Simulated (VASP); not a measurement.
The input files of a VASP run:

POSCAR:
```
Cd2TeSe
1
    4.4555027134     0.0000000000     0.0000000000
    0.0000000000     4.4555027134     0.0000000000
    0.0000000000     0.0000000000     6.2554043710
Cd Te Se
2 1 1
Direct
  0.5000000000   0.0000000000   0.7675177576
  0.0000000000   0.5000000000   0.2324822424
  0.0000000000   0.0000000000   0.5000000000
  0.5000000000   0.5000000000   0.0000000000
```

INCAR:
```
# general
SYSTEM  = Cd2TeSe
PREC    = Accurate
ENCUT   = 400
LREAL   = .FALSE.   # projection in real space or not
LASPH   = .TRUE.   # aspherical one-centre terms

# electronic loop
EDIFF   = 1E-7
NELM    = 100
ALGO    = Normal   # blocked Davidson
LMAXMIX = 4

# smearing
ISMEAR  = -5   # tetrahedra, Bloechl

# functional
GGA     = PS   # PBEsol

# ions
ISIF    = 2   # forces and stress, cell fixed

# output
LWAVE   = .FALSE.
LCHARG  = .TRUE.
LORBIT  = 11
NEDOS   = 601
```

**KPOINTS**
```
kpoints
0
G
6 6 4
0 0 0
```

POTCAR, in this order: Cd Te Se (PBE.64 set). Program: vasp_std.

**Question.** Translate this PBEsol calculation to Quantum ESPRESSO's pw.x.

**Answer.** One equivalent input (not run):
```
&CONTROL
  calculation = 'scf'
  pseudo_dir = './pseudo'
  outdir = './out'
  tprnfor = .true.
  tstress = .true.
/
&SYSTEM
  ibrav = 0
  nat = 4
  ntyp = 3
  ecutwfc = 102
  occupations = 'tetrahedra'
  input_dft = 'pbesol'
/
&ELECTRONS
  conv_thr = 7.3e-09
  electron_maxstep = 100
/
ATOMIC_SPECIES
  Cd 112.414 Cd.upf
  Te 127.600 Te.upf
  Se 78.971 Se.upf
CELL_PARAMETERS angstrom
     4.4555027    0.0000000    0.0000000
     0.0000000    4.4555027    0.0000000
     0.0000000    0.0000000    6.2554044
ATOMIC_POSITIONS crystal
  Cd   0.5000000  0.0000000  0.7675178
  Cd   0.0000000  0.5000000  0.2324822
  Te   0.0000000  0.0000000  0.5000000
  Se   0.5000000  0.5000000  0.0000000
K_POINTS automatic
  6 6 4 0 0 0
```
What does not carry over: the potentials are each code's own (VASP's PAW set, PseudoDojo norm-conserving files in pw.x), so ENCUT and ecutwfc are chosen apart and not converted; conv_thr bounds pw.x's estimated SCF error, while EDIFF bounds the energy change between steps.

The structure comes from a computed database's Cd2TeSe entry (P-4m2); how it stands against other phases isn't given here. It was relaxed first.
